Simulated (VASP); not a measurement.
VASP input:

**POSCAR**
```
Cd3ZnTe4
1
    6.3796651134    -0.0000000000     0.0000000000
   -0.0000000000     6.3796651134    -0.0000000000
    0.0000000000    -0.0000000000     6.3796651134
Zn Te Cd
1 4 3
Direct
  0.0000000000   1.0000000000   1.0000000000
  0.2392036071   0.2392036071   0.2392036071
  0.7607963929   0.7607963929   0.2392036071
  0.7607963929   0.2392036071   0.7607963929
  0.2392036071   0.7607963929   0.7607963929
  0.5000000000   0.5000000000   1.0000000000
  0.5000000000   1.0000000000   0.5000000000
  0.0000000000   0.5000000000   0.5000000000
```

**KPOINTS**
```
Automatic mesh
0
Gamma
3 3 3
0 0 0
```

### INCAR
```
SYSTEM = Cd3ZnTe4
PREC = Accurate
ENCUT = 400
EDIFF = 1E-6
NELM = 100
ALGO = Normal
LREAL = .FALSE.
LASPH = .TRUE.
ISMEAR = 0
SIGMA = 0.05
GGA = PS
LMAXMIX = 4
LWAVE = .FALSE.
LCHARG = .FALSE.
IBRION = 2
ISIF = 3
NSW = 60
EDIFFG = -0.02
```

POTCAR, in this order: Zn Te Cd (PBE.64 set). Program: vasp_std.

Task: Translate this PBEsol calculation to Ansatz.

Result: One equivalent input (not run):
Ansatz 0.2 input:
```yaml
crystal:
  lattice:
    - [6.3796651, 0.0000000, 0.0000000]
    - [0.0000000, 6.3796651, 0.0000000]
    - [0.0000000, 0.0000000, 6.3796651]
  atoms:
    - { symbol: Zn, position: [0.0000000, 1.0000000, 1.0000000] }
    - { symbol: Te, position: [0.2392036, 0.2392036, 0.2392036] }
    - { symbol: Te, position: [0.7607964, 0.7607964, 0.2392036] }
    - { symbol: Te, position: [0.7607964, 0.2392036, 0.7607964] }
    - { symbol: Te, position: [0.2392036, 0.7607964, 0.7607964] }
    - { symbol: Cd, position: [0.5000000, 0.5000000, 1.0000000] }
    - { symbol: Cd, position: [0.5000000, 1.0000000, 0.5000000] }
    - { symbol: Cd, position: [0.0000000, 0.5000000, 0.5000000] }
kpoints:
  mp_grid: { grid: [3, 3, 3] }
hamiltonian:
  xc: pbesol
  pseudopotentials: { kind: paw }
scf:
  occupations: { method: gaussian, width: 0.05 }
  max_iter: 100
relax:
  max_steps: 60
  f_tol: 0.02
  cell: {}
output: { forces: true, stress: true, eigenvalues: true }
```
What does not carry over: each code has its own PAW files, so the cut-off isn't converted (ENCUT is set for VASP's; basis.ecutwfc is left out, and Ansatz then takes the one that its files recommend); Ansatz stops its SCF on the density residual and VASP on the energy change (EDIFF).

The structure was generated: Cd3ZnTe4 was put into an ordered model structure (P-43m), which need not be its known phase. This run relaxes it. Symmetry was kept, so distortions that lower it aren't found. The start is the result of an earlier pass.
